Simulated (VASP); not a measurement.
Energy against volume of V (bcc). Method: optB88-vdW, VASP's PBE PAW potentials (set 64) (plane waves; VASP). Settings: 520 eV cut-off, 17×17×17 Γ-centred mesh, first-order Methfessel-Paxton smearing of 0.10 eV, potentials V_sv.

```tsv
V (Å³/atom)	E (eV/atom)
12.872	-5.74565
13.271	-5.75308
13.669	-5.74672
14.067	-5.72849
```

Problem. Fit these four points and predict the energy of the run at 12.474 Å³/atom.

Solution. A cubic in V^(−2/3), the third-order Birch-Murnaghan form, passes through the four points with V0 = 13.28 Å³/atom and B0 = 184 GPa, and gives -5.7223 eV/atom there. The run gave -5.7221 eV/atom, +0.2 meV/atom from the fit; all five points give B0 = 185 GPa.

The compound is V in the bcc structure. It was relaxed first. The run is not spin-polarised, so no magnetic state was tried.
